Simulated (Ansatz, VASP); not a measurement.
# SrCl2 in two plane-wave programs

Aim: how closely do two programs agree when they are given the same cell, functional and k mesh? The cell is taken from a series of runs on this material, whose earlier steps may have relaxed, scaled, displaced or heated it; both programs get it as it stands.

Main program and level: Ansatz 0.2.0; plane waves, with VASP 6.6.1 beside it; zone-centre phonons at PBE.

## Step 1: The starting structure

It takes space group Fm-3m (No. 225, cubic). Conventional cell: a = 7.156 Å, b = 7.156 Å, c = 7.156 Å, α = 90.00°, β = 90.00°, γ = 90.00°. Nearest to Sr lie 8 Cl at 3.10 Å. Nearest to Cl lie 4 Sr at 3.10 Å. Farther neighbours and most contacts between anions are not listed.

## Step 2: Ansatz: zone-centre phonons, PBE

Ansatz runs on its default PAW (the set named soft_2) files.

Second derivatives magnify differences that forces hide, and they need a tight electronic threshold.

input.yaml reads:

```yaml
crystal:
  lattice:
    - [0.0, 3.578202855, 3.578202855]
    - [3.578202855, 0.0, 3.578202855]
    - [3.578202855, 3.578202855, 0.0]
  atoms:
    - { symbol: Sr, position: [0.0, 0.0, 0.0] }
    - { symbol: Cl, position: [0.25, 0.25, 0.25] }
    - { symbol: Cl, position: [0.75, 0.75, 0.75] }
kpoints:
  mp_grid: { grid: [6, 6, 6] }
hamiltonian:
  xc: pbe
scf:
  occupations: { method: fixed }
output:
  eigenvalues: true
phonons:
  method: dfpt
  dielectric: true
  rigid_motions: translations
  qmesh: [2, 2, 2]
  temperatures: { t_max: 1000, t_step: 50 }
  qpath:
    path:
      - [[0.0, 0.0, 0.0], [0.5, 0.0, 0.5], [0.625, 0.25, 0.625]]
      - [[0.375, 0.375, 0.75], [0.0, 0.0, 0.0], [0.5, 0.5, 0.5], [0.5, 0.25, 0.75], [0.5, 0.0, 0.5]]
    npoints: 10
```

Started as:

```console
ansatz run input.yaml --threads 4 --pin off --max-ram 8192MiB --backend cpu --events-out ev --progress --plain --runs-dir out
```

Numbers of over 12 decimals in the logs are rounded to 6 here.

The program printed:

```text
Warning: phonons: the dynamical matrix that this run interpolates holds no multipole term above the dipole-dipole one, and a site of this crystal is no centre of inversion, so its interpolated transverse optical and acoustic branches and sound speeds can stay off near Gamma, and the density of states and the thermodynamics with them. What a run solves at a wave vector of phonons.qpoints, Gamma apart, where the deck admits one, is free of this, and under fd what a larger phonons.supercell samples
Engine: ansatz 0.2.0, aarch64-unknown-linux-gnu
Pseudopotentials: kind: paw
Pseudopotential: Sr, paw, valence charge 10, recommended cutoff 420 eV (normal), Sr.paw.azcp
Pseudopotential: Cl, paw, valence charge 7, recommended cutoff 420 eV (normal), Cl.paw.azcp
Functional definition: PBE
  parameter kappa = 0.804
  parameter beta = 0.066725
  exchange = pbe_x(kappa = kappa, mu = beta*pi^2/3)
  correlation = pbe_c(beta = beta)
Crystal: 3 atoms, lattice volume = 91.627 Å³
Basis set: ecut = 420 eV, 1807 PW (Γ), exchange–correlation on 72×72×72 points (8 copies of the dense FFT grid, shifted against one another)
Bands: 16, of which v1, the nominal top of the filled ones, is band 12 counted from 1 (11 counted from 0)
Symmetry: 48 space group operations
k-points: 46 of 216 (irreducible under 4 space group operations, time reversal used)
Non-local potential: Sr, projectors of the file, l = 0: 3, l = 1: 2, l = 2: 2
Non-local potential: Cl, projectors of the file, l = 0: 2, l = 1: 2, l = 2: 2
PAW form: soft (Blöchl's): semilocal exchange-correlation on the pseudo side does not see the compensation charge
PAW one-centre angular grid: Sr, 110 points (default); XC on 64 Gauss nodes
PAW one-centre angular grid: Cl, 110 points (default); XC on 64 Gauss nodes
Initial density: superposition of atomic densities (neutral atoms: chi_scale 0, normalization atom), corrected by the library's trained network
Initial wavefunctions: pseudopotential atomic-orbital guess
Functional: x = pbe(κ = 0.804, μ = 0.219515), c = pbe(β = 0.066725)
SCF iter   1: F=—  HF=-5710.709316 eV  |F-HF|=—  |Δ(HF+E_count)|=         —  Δρ=3.99e-4  dr2=1.40e-4  ethr=1.77e-3  ⟨swp⟩=6.9  Hψ=4370  notcnv=0  defer=72
preconditioner: auto → none  [insulator: Δε(μ)=5.049 eV  Ē_g=13.879 eV  n_scr=14 (ndim 8)  ℏωp=18.2 eV  f_vac=0.101  ε∞_Penn≈2.7]
SCF iter   2: F=—  HF=-5710.711094 eV  |F-HF|=—  |Δ(HF+E_count)|=   1.78e-3  Δρ=2.33e-4  dr2=4.24e-5  ethr=5.83e-7  ⟨swp⟩=3.1  Hψ=2295  notcnv=0  defer=89
SCF iter   3: F=—  HF=-5710.711099 eV  |F-HF|=—  |Δ(HF+E_count)|=   4.88e-6  Δρ=1.22e-4  dr2=5.81e-6  ethr=1.77e-7  ⟨swp⟩=2.0  Hψ=1011  notcnv=0  defer=79
SCF iter   4: F=—  HF=-5710.711128 eV  |F-HF|=—  |Δ(HF+E_count)|=   2.90e-5  Δρ=4.68e-5  dr2=2.45e-6  ethr=2.42e-8  ⟨swp⟩=2.0  Hψ=1297  notcnv=0  defer=64
SCF iter   5: F=—  HF=-5710.711132 eV  |F-HF|=—  |Δ(HF+E_count)|=   3.21e-6  Δρ=2.57e-5  dr2=7.13e-7  ethr=1.02e-8  ⟨swp⟩=2.0  Hψ=1028  notcnv=0  defer=10
SCF iter   6: F=—  HF=-5710.711131 eV  |F-HF|=—  |Δ(HF+E_count)|=   1.69e-7  Δρ=1.14e-5  dr2=1.33e-7  ethr=2.97e-9  ⟨swp⟩=2.5  Hψ=1128  notcnv=0  defer=10
SCF iter   7: F=—  HF=-5710.711131 eV  |F-HF|=—  |Δ(HF+E_count)|=   3.46e-8  Δρ=3.11e-6  dr2=1.01e-8  ethr=5.56e-10  ⟨swp⟩=2.0  Hψ=992  notcnv=0  defer=10
SCF iter   8: F=—  HF=-5710.711131 eV  |F-HF|=—  |Δ(HF+E_count)|=   2.59e-9  Δρ=3.45e-7  dr2=1.06e-10  ethr=4.21e-11  ⟨swp⟩=2.0  Hψ=1104  notcnv=0  defer=10
SCF iter   9: F=-5710.711131 eV  HF=-5710.711131 eV  |F-HF|=1.82e-12  |Δ(HF+E_count)|=  8.19e-12  Δρ=7.33e-8  dr2=4.48e-12  ethr=1.00e-12  ⟨swp⟩=10.0  Hψ=5419  notcnv=0
SCF 1 converged in 9 iterations: F = -5710.711131 eV  dr2 = 4.48e-12
  greatest PAW one-centre occupation: 0.986 electrons in one spin orbital (limit 2), on the Sr atom at site 0 (counted from 0), in its partial waves of l = 0
NSCF: frozen V_eff on 2 k-points
DFPT response loops at Γ: preconditioner auto → none (the input reference at scf.mixing.eps_inf says where Resta's filter doesn't serve); β = 0.50; Broyden in place of MSR1
NSCF: frozen V_eff on 16 k-points
NSCF: frozen V_eff on 136 k-points
DFPT response loops at q = (0, 0, -0.5) (fractional): preconditioner auto → Resta (q_TF=auto, 2.182 Å⁻¹)  ε∞=3.4 (no band partly filled); β = 1.00, the filter's whole step (`scf.mixing.beta` (0.50) is not read by the response loops at its default; to damp them type it under 1.00, their step now; it binds the ground state too); Broyden in place of MSR1
NSCF: frozen V_eff on 92 k-points
DFPT response loops at q = (0, -0.5, -0.5) (fractional): mixed as the last ones told, above
SCF converged after 9 iterations
Free energy (F): -5710.711131 eV
Harris-Foulkes:  -5710.711131 eV  (|F-HF|=1.82e-12)
Internal energy: -5710.711131 eV  (E = F + TS)
E sigma→0 (E₀):  -5710.711131 eV
Fermi energy:    2.406771 eV
--- Per-component energies (eV) ---
  E_band       = -163.295034
  E_kinetic    = 566.167741
  E_local      = -1227.919290  (includes V_loc(G=0)·N_el)
  E_nonlocal   = 258.558973
  E_hartree    = 340.565670
  E_xc         = -388.141537
  E_vxc        = -406.742140  (∫ρ·V_xc dr)
  E_paw        = -4013.286581  (= ΣΔE_a)
  E_vpaw       = -34.491881  (= ΣTr[D̂ρ^β])
  E_aug_tail   = 0.000179  (compensation charges beyond the density's cutoff)
  E_ewald      = -1246.656286
  E_smearing   = -0.000000  (= −TS)
  E_closure    = 0.000000  (closes the sum)
  Σ components = -5710.711131   (vs F -5710.711131, Δ=0.00e0)
--- Band table (eV; the first three rows and the last of 46) ---
  k-point 0: bands = [... 8 lower, 0.5381, 2.1012, 2.1012, 2.1012, 7.4575, 8.5149, 8.5149, 11.2506]
  k-point 1: bands = [... 8 lower, 0.6906, 1.8222, 1.9723, 1.9723, 8.0185, 8.6860, 8.6860, 10.2430]
  k-point 2: bands = [... 8 lower, 0.9793, 1.3595, 1.6787, 1.6787, 8.9604, 8.9604, 9.0144, 10.0702]
  k-point 45: bands = [... 8 lower, 1.2485, 1.3481, 2.0490, 2.1311, 8.6134, 9.2529, 9.5186, 9.6653]
--- Phonons (Γ-DFPT): 2 representative perturbations + reference, on 46 of 216 k-points (Σ response iterations 6) ---
  k mesh reduced under 4 symmetry operations, with k and −k counted as one. Each operation leaves every solved perturbation unchanged. A smaller set is not considered because the run solves the response to a homogeneous field
  ASR residual: 1.298e-4 → 0.000e0 eV/Å²; symmetrization residual: 1.669e-6 eV/Å²
  ASR residual per site (eV/Å²): 1.30e-4 1.22e-4 1.22e-4
  Γ frequencies (cm⁻¹): 0.00 0.00 0.00 107.83 107.83 107.83 157.17 157.17 157.17
  ε∞ (high-frequency dielectric tensor):
        2.812926    -0.000000    -0.000000
        0.000000     2.812926     0.000000
       -0.000000     0.000000     2.812926
  ε⁰ (static dielectric tensor: ions relaxed, cell fixed):
       10.173615     0.000000    -0.000000
        0.000000    10.173615    -0.000000
       -0.000000    -0.000000    10.173615
  ε⁰ − ε∞ (ionic part):
        7.360689     0.000000    -0.000000
        0.000000     7.360689    -0.000000
       -0.000000    -0.000000     7.360689
  softest optical mode at Γ: 107.83 cm⁻¹; the repairs (sum rule, projections) moved no ω² at Γ by more than (1.02 cm⁻¹)²
  Born effective charges Z* (e; rows j = field, columns β = displacement):
    site 0:
         2.49909   -0.00000   -0.00000
         0.00000    2.49909    0.00000
         0.00000   -0.00000    2.49909
    site 1:
        -1.24955    0.00000    0.00000
        -0.00000   -1.24955   -0.00000
         0.00000    0.00000   -1.24955
    site 2:
        -1.24955    0.00000   -0.00000
        -0.00000   -1.24955   -0.00000
         0.00000    0.00000   -1.24955
  Z* charge neutrality: 2.933e-5 e pre-enforcement
  k-mesh period / interband length: 30.4 Å / 1.27 Å = 23.88 at k = (0.0000, 0.0000, 0.0000), direct gap 5.356 eV — 14 or more, which is no proof of convergence
  optical modes at Γ without the LO–TO term, one row a degenerate level:
      ω (cm⁻¹)  modes    IR ((D/Å)²/amu)
        107.83      3            11.0302
        157.17      3             0.0000
  optical modes at Γ + LO–TO along q̂ = [1.0000, 0.0000, 0.0000]:
      ω (cm⁻¹)  modes    IR ((D/Å)²/amu)
        107.83      2             7.3535
        157.17      3             0.0000
        205.07      1             3.6767
  optical modes at Γ + LO–TO along q̂ = [0.0000, 1.0000, 0.0000]:
      ω (cm⁻¹)  modes    IR ((D/Å)²/amu)
        107.83      2             7.3535
        157.17      3             0.0000
        205.07      1             3.6767
  optical modes at Γ + LO–TO along q̂ = [0.0000, 0.0000, 1.0000]:
      ω (cm⁻¹)  modes    IR ((D/Å)²/amu)
        107.83      2             7.3535
        157.17      3             0.0000
        205.07      1             3.6767
--- Phonons (arbitrary-q DFPT): 3 irreducible q on the 2×2×2 mesh ---
  q = [0.0000, 0.0000, 0.0000] (star 1, of the zone-centre solve; hermiticity 1.45e-6, symmetrization 9.65e-8): 0.00 0.00 0.00 107.83 107.83 107.83 157.17 157.17 157.17
  q = [0.0000, 0.0000, -0.5000] (star 4, 2 solved perturbations on 68 of 216 k-point pairs; hermiticity 1.18e-6, symmetrization 6.01e-13): 59.87 59.87 102.70 128.60 128.60 133.24 133.24 154.60 158.37
  q = [0.0000, -0.5000, -0.5000] (star 3, 4 solved perturbations in 152 linear systems a pass and spin channel, the states on 46 of 216 k-point pairs; hermiticity 5.58e-8, symmetrization 7.35e-14): 43.87 67.32 67.32 75.32 75.32 136.52 162.52 162.52 188.52
  sum rule: each row above includes the acoustic sum rule's correction from the zone centre's row sums; it moved no ω² by more than (0.97 cm⁻¹)²
  mesh force constants: q→R imaginary residual 4.34e-17; ASR residual 1.298e-4 → 0.000e0 eV/Å²; symmetrization residual 2.665e-15 eV/Å²
  interpolated dispersion: 63 rows × 9 modes
  density of states and harmonic sums: on the 16×16×16 q-mesh, interpolated from the force constants of a 2×2×2 supercell (with the dipole–dipole term)
  largest difference from the sums on the solved wave vectors: F 7.35e-2 eV, S 1.06e-4 and C_V 3.22e-5 eV/K
  zero-point energy: 0.063659 eV/cell   skipped modes (ω ≤ 0): 3   left out of the sums: 8.14e-5 of the cell's modes: C_V's classical limit lies that fraction below 3 k_B per atom; for a crystal, a wire or a layer, F and S can be off by more, and a phonons.interpolated_qmesh denser along its periods is the remedy for the sampling
```

(Continued in part 2 of 3.)

[Lines on the potential files, build, host, timing and source positions are cut from VASP's logs without a mark.]

[Logs are printed without paths, hosts, clocks, repeated set-up lines and the standing remarks that a program may print on its own settings, such as how far it seeks lower states.]

[Hosts, paths, dates, database ids (printed as entryN), source tags and the programs' standing remarks are cut or masked in the printed files.]
